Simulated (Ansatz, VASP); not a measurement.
**Two plane-wave programs on Mn2FeN2**

INCAR

```
  PREC = Accurate
  ENCUT = 520
  EDIFF = 1E-7
  ISMEAR = -1
  SIGMA = 0.05
  LREAL = F
  LASPH = T
  NELM = 120
  ALGO = Normal
  ISIF = 2
  LWAVE = F
  LCHARG = F
  ISPIN = 2
  MAGMOM = 3 4 4 0 0
  LORBIT = 11
  LMAXMIX = 4
  GGA = PE
  NBANDS = 34
```

KPOINTS

```
Automatic mesh
0
Gamma
  10 10 5
```

Contents of POSCAR:

```
Mn2FeN2
1.0
    2.5617355487     -1.4841673129      0.0000000000
    2.5617355487      1.4841673129      0.0000000000
   -0.0144376940      0.0000000000      5.8063088702
Fe Mn N
1 2 2
Direct
    0.0000000000      0.0000000000      0.5000000000
    0.6666245000      0.6666245000      0.8330710000
    0.3333755000      0.3333755000      0.1669290000
    0.6675240000      0.6675240000      0.2624450000
    0.3324760000      0.3324760000      0.7375550000
```

The input input.yaml:

```yaml
crystal:
  lattice:
    - [2.5617355487, -1.4841673129, 0.0]
    - [2.5617355487, 1.4841673129, 0.0]
    - [-0.014437694, 0.0, 5.8063088702]
  atoms:
    - { symbol: Fe, position: [0.0, 0.0, 0.5], spin: 3.0 }
    - { symbol: Mn, position: [0.6666245, 0.6666245, 0.833071], spin: 4.0 }
    - { symbol: Mn, position: [0.3333755, 0.3333755, 0.166929], spin: 4.0 }
    - { symbol: "N", position: [0.667524, 0.667524, 0.262445] }
    - { symbol: "N", position: [0.332476, 0.332476, 0.737555] }
hamiltonian:
  xc: pbe
  pseudopotentials: { kind: paw }
magnetization:
  spin_polarized: true
kpoints:
  mp_grid: { grid: [10, 10, 5] }
scf:
  occupations: { method: fermi_dirac, width: 0.05 }
output:
  forces: true
  stress: true
  eigenvalues: true
```

Change from the starting cell: volume scaled by 0.94.

Alike in both runs: task single point; functional PBE; k mesh 10 × 10 × 5; occupations fermi-dirac, width 0.05 eV; collinear spin, ferromagnetic start.

```csv
,VASP,Ansatz
version,VASP 6.6.1,Ansatz 0.2.0
potentials or method,"VASP PAW PBE potentials, release 64 (Fe, Mn_pv, N)",Ansatz PAW
plane-wave cutoff (eV),520,420
valence electrons in the cell,44,56
```

|  | VASP | Ansatz | Ansatz less VASP |
| --- | --- | --- | --- |
| gap on the k mesh at the Fermi level (eV) | none | none | - |
| pressure (GPa) | 13.5 | 12.7 | -0.84 |
| largest component of the traceless stress (GPa) | 4.18 | 3.58 | -0.603 |
| rms of the force components (eV/Å) | 0.129 | 0.108 | -0.0208 |
| net moment per atom (μB) | 0.30 | 0.30 | +0.003 |
| size of the moment on the site where the two differ most (μB) | 1.97 | 1.92 | -0.052 |

Site moments also hang on the region over which each program counts them. Atom by atom the forces differ by 0.028 eV/Å (rms over components). A gap of «none» marks a metal or a gap that the smearing closes. The two sets of potentials don't hold the same shells in valence.

Caveats: only a ferromagnetic start was run, and an antiferromagnetic order may lie lower in energy; the pressure holds a Pulay correction of +0.4 GPa for the finite cutoff (Ansatz); the starting moments weren't kept (Ansatz).
